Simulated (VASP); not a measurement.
An input for Quantum ESPRESSO's pw.x (written as the equivalent of a VASP run, and not itself run):

```
&CONTROL
  calculation = 'vc-relax'
  pseudo_dir = './pseudo'
  outdir = './out'
  tprnfor = .true.
  tstress = .true.
  nstep = 60
  forc_conv_thr = 0.00039
/
&SYSTEM
  ibrav = 0
  nat = 1
  ntyp = 1
  ecutwfc = 98
  occupations = 'smearing'
  smearing = 'methfessel-paxton'
  degauss = 0.00735
  input_dft = 'pbe'
  vdw_corr = 'grimme-d3'
  dftd3_version = 3
  dftd3_threebody = .false.
  nspin = 2
  starting_magnetization(1) = 0.06
/
&ELECTRONS
  conv_thr = 7.3e-08
  electron_maxstep = 100
/
&IONS
/
&CELL
/
ATOMIC_SPECIES
  Ni 58.693 Ni.upf
CELL_PARAMETERS angstrom
     0.0000000    1.7374794    1.7374794
     1.7374794    0.0000000    1.7374794
     1.7374794    1.7374794   -0.0000000
ATOMIC_POSITIONS crystal
  Ni   0.0000000  0.0000000  0.0000000
K_POINTS automatic
  16 16 16 0 0 0
```

Q: Write the VASP files for the same calculation (PBE-D3 (zero damping)).

A: This is not unique; one that fits is 
**KPOINTS**
```
Automatic mesh
0
Gamma
 16 16 16
0 0 0
```

### POSCAR
```
Ni
1
    0.0000000000     1.7374794237     1.7374794237
    1.7374794237     0.0000000000     1.7374794237
    1.7374794237     1.7374794237    -0.0000000000
Ni
1
Direct
  0.0000000000   0.0000000000   0.0000000000
```

### INCAR
```
ALGO=Normal
EDIFF=1E-6
EDIFFG=-0.01
ENCUT=520
GGA=PE
IBRION=2
ISIF=3
ISMEAR=1
ISPIN=2
IVDW=11
LASPH=.True.
LCHARG=.False.
LMAXMIX=4
LORBIT=10
LREAL=.False.
LWAVE=.False.
MAGMOM=0.6
NELM=100
NSW=60
PREC=Accurate
SIGMA=0.1
SYSTEM=Ni
```

POTCAR, in this order: Ni (PBE.64 set). Program: vasp_std.

The two are equivalent in intent, not identical: the potentials are each code's own (VASP's PAW set, PseudoDojo norm-conserving files in pw.x), so ENCUT and ecutwfc are chosen apart and not converted; conv_thr bounds pw.x's estimated SCF error, while EDIFF bounds the energy change between steps; starting_magnetization is a fraction of the valence charge and MAGMOM a moment in μB, so they match only roughly; forc_conv_thr acts on force components and is met together with etot_conv_thr.

The compound is Ni in the fcc structure. It was relaxed first. The start is the result of an earlier pass.
